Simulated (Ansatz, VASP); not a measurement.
# GaAsCl2 (Cl-GaAs-Cl chair, 1 layer): VASP beside Ansatz, part 2 of 2

Wanted: the spread between two codes on one cell, functional and k mesh. Of the first pair: The structure shown is the start of the Ansatz relaxation below; VASP solves that cell, so the two are compared at the walk's first step.

VASP 6.6.1 and Ansatz 0.2.0.

So far: Starting point; Ansatz: relaxation, PBE; VASP: single point, PBE, start cell, pair 1.

**4. Comparison**

Known differences besides the potentials themselves: the data sets hold 42 valence electrons in Ansatz (on its default PAW (the set named soft_2) files) and 32 in VASP; the cutoff is 420 eV in Ansatz and 400 eV in VASP. Total energies have different zeros and are not compared.

Forces (eV/Å; atoms numbered as in POSCAR):

```tsv
atom	Ansatz x, y, z	VASP x, y, z
Cl1	0.000, 0.000, 0.326	0.000, 0.000, 0.315
Cl2	0.000, 0.000, -1.094	0.000, 0.000, -1.104
As3	0.000, 0.000, -0.235	0.000, 0.000, -0.235
Ga4	0.000, 0.000, 1.003	0.000, 0.000, 1.024
```

The forces differ by 7.2 meV/Å r.m.s., which is 1.6 % of the r.m.s. force of 0.449 eV/Å (both taken over all components). With vacuum in the cell, a pressure given here is an average over mostly empty space and none of the material.

**5. Ansatz: relaxation, PBE**

This run makes the geometry at which the two programs are then compared.

The structure compared here is the end of the Ansatz relaxation.

input.yaml reads:

```yaml
crystal:
  lattice:
    - [3.9765, 0.0, 0.0]
    - [-1.98825, 3.4437500181, 0.0]
    - [0.0, 0.0, 22.2533333333]
  atoms:
    - { symbol: Cl, position: [0.6666666667, 0.3333333333, 0.3819652487] }
    - { symbol: As, position: [0.6666666667, 0.3333333333, 0.4812762133] }
    - { symbol: Ga, position: [0.3333333333, 0.6666666667, 0.5173756741] }
    - { symbol: Cl, position: [0.3333333333, 0.6666666667, 0.6180347513] }
kpoints:
  mp_grid: { grid: [12, 12, 1] }
hamiltonian:
  xc: pbe
scf:
  occupations: { method: fermi_dirac, width: 0.05 }
  convergence: { dr2_threshold: 1.0e-08 }
efield:
  axis: 3
  dipole_correction: true
  ramp_position: 0.97
  ramp_width: 0.04
relax:
  f_tol: 0.01
  cell: { fix: [c, alpha, beta] }
output:
  write_potential: true
  write_density: true
  volumetric_format: npy
```

On the command line:

```sh
ansatz run input.yaml --threads 4 --pin off --max-ram 8192MiB --backend cpu --events-out ev --progress --plain --runs-dir out
```

Numbers of over 12 decimals in the logs are rounded to 6 here.

Log:

```text
[...]
Crystal: 4 atoms, lattice volume = 304.739 Å³
Basis set: ecut = 420 eV, 6003 PW (Γ), exchange–correlation on 54×54×300 points (8 copies of the dense FFT grid, shifted against one another)
[...]
cell:  # Å, volume = 337.6449 Å³
    - [4.185692, 0, 0]
    - [-2.092846, 3.624915, 0]
    - [0, 0, 22.2533333333]
  atoms:
    - { symbol: Cl, position: [0.666667, 0.333333, 0.385140] }
    - { symbol: As, position: [0.666667, 0.333333, 0.483709] }
    - { symbol: Ga, position: [0.333333, 0.666667, 0.516308] }
    - { symbol: Cl, position: [0.333333, 0.666667, 0.613495] }
[key lines of the parts left out:]
SCF converged after 6 iterations
Free energy (F): -10800.639529 eV
Fermi energy:    -2.940522 eV
Dipole field:    D = -0.041196 V/Å  (p = -0.076870 e·Å, saw-weighted, corrected)
Work function:   Φ+ = 6.6308 eV   Φ− = 5.7140 eV
P = ⅓ Tr σ = 0.0055 GPa (0.055 kbar)
```

**6. VASP: single point, PBE, relaxed cell, pair 2**

The same cell, functional, mesh and smearing now go to VASP, with its own data sets.

INCAR reads:

```
SYSTEM = GaAsCl2
PREC = Accurate
ENCUT = 500
EDIFF = 1E-06
NELM = 120
ISMEAR = -1
SIGMA = 0.05
LREAL = .FALSE.
ALGO = Normal
GGA = PE
NBANDS = 22
LORBIT = 11
LWAVE = .FALSE.
LCHARG = .FALSE.
ISIF = 2
LDIPOL = .TRUE.
IDIPOL = 3
DIPOL = 0.5 0.5 0.5
LVHAR = .TRUE.
LASPH = .TRUE.
GGA_COMPAT = .FALSE.
EFERMI = MIDGAP
NELMDL = -8
```

POSCAR reads:

```
GaAsCl2
1.0
    4.1856915346      0.0000000000      0.0000000000
   -2.0928457673      3.6249152013      0.0000000000
    0.0000000000      0.0000000000     22.2533333333
Cl As Ga
2 1 1
Direct
    0.6666666667      0.3333333333      0.3851399166
    0.3333333334      0.6666666666      0.6134951695
    0.6666666667      0.3333333333      0.4837087771
    0.3333333334      0.6666666666      0.5163080242
```

KPOINTS reads:

```
Automatic mesh
0
Gamma
12 12 1
0 0 0
```

Potentials, in the order of the species: Cl, As and Ga_d (PBE family, release 64).

On the command line:

```sh
mpirun -np 1 vasp_std
```

Log:

```text
[... set-up lines as in an earlier step ...]
 entering main loop
       N       E                     dE             d eps       ncg     rms          rms(c)
DAV:   1     0.243858355455E+03    0.24386E+03   -0.12070E+04   908   0.113E+03
DAV:   2     0.223076198515E+02   -0.22155E+03   -0.21290E+03  1226   0.240E+02
DAV:   3    -0.128389518580E+02   -0.35147E+02   -0.34767E+02  1058   0.100E+02
DAV:   4    -0.141552955307E+02   -0.13163E+01   -0.13121E+01  1110   0.237E+01
[...]
DAV:  24    -0.137317610710E+02   -0.11060E-05   -0.58951E-08   682   0.199E-03    0.305E-04
DAV:  25    -0.137317627357E+02   -0.16648E-05   -0.87037E-08   628   0.163E-03    0.579E-04
DAV:  26    -0.137317628501E+02   -0.11434E-06   -0.18275E-08   730   0.964E-04
   1 F= -.13731763E+02 E0= -.13731755E+02  d E =-.150765E-04
```

Parts of OUTCAR (step 6):

```text
  Total        0.0100496      0.0100496     -0.0554657      0.0000000      0.0000000      0.0000000
  in kB        0.0476868      0.0476868     -0.2631933      0.0000000      0.0000000      0.0000000
  external PRESSURE =      -0.0559399 kB  Pullay stress =       0.0000000 kB

 POSITION                                       TOTAL-FORCE (eV/Angst)
 -----------------------------------------------------------------------------------
      2.09285      1.20831      8.57065        -0.000000      0.000000     -0.011848
      0.00000      2.41661     13.65231        -0.000000      0.000000     -0.025022
      2.09285      1.20831     10.76413        -0.000000      0.000000      0.005476
      0.00000      2.41661     11.48957         0.000000     -0.000000      0.031393
 -----------------------------------------------------------------------------------
    total drift:                                0.000001     -0.000000      0.000697

  FREE ENERGIE OF THE ION-ELECTRON SYSTEM (eV)
  ---------------------------------------------------
  free  energy   TOTEN  =       -13.7317628501 eV

  energy  without entropy=      -13.7317477736  energy(sigma->0) =      -13.73175531

[... 1 part as in an earlier step ...]

[... 2 further parts left out ...]
[key lines of the parts left out:]
E-fermi :  -3.6848
```

**7. Differences**

What differs besides the data sets and the points named for the pairs above, as far as they apply: the data sets hold 42 valence electrons in Ansatz (on its default PAW (the set named soft_2) files) and 32 in VASP; the cutoff is 420 eV in Ansatz and 500 eV in VASP; Ansatz's pressure holds a Pulay correction, VASP's none. Total energies have different zeros and are not compared.

The two programs side by side:

```tsv
quantity	Ansatz	VASP	difference
pressure (GPa)	0.01	-0.01	+0.01
gap on the k mesh (eV)	0.730	0.735	-0.004
```

At this near-relaxed geometry the largest component of a force difference is 31 meV/Å. A gap on the mesh is an upper bound, since the band edges may lie between its points. With vacuum in the cell, a pressure given here is an average over mostly empty space and none of the material.

**8. Summary of results**

```yaml
r_m_s_force_difference_single_point_pbe_start_cell_pair_1: 1.6 % of the r.m.s. force
difference_in_gap_on_the_k_mesh_single_point_pbe_relaxed_cell_pair_2: -0.0043 eV
r_m_s_force_difference_single_point_pbe_relaxed_cell_pair_2: 12 meV/Å
```

**Reading.** The r.m.s. force difference is 12 meV/Å (single point, PBE, relaxed cell, pair 2), at about the 12 meV/Å picked in this series as the mark of a large difference. The data sets hold unlike numbers of valence electrons (42 in Ansatz and 32 in VASP), so part of the differences comes from the potentials. Such differences can come from data sets, numerical settings and the points named under the comparisons, not from the functional's error against experiment.

[Lines on the potential files, build, host, timing and source positions are cut from VASP's logs without a mark.]

[Logs are printed without paths, hosts, clocks, repeated set-up lines and the standing remarks that a program may print on its own settings, such as how far it seeks lower states.]

[Hosts, paths, dates, database ids (printed as entryN), source tags and the programs' standing remarks are cut or masked in the printed files.]
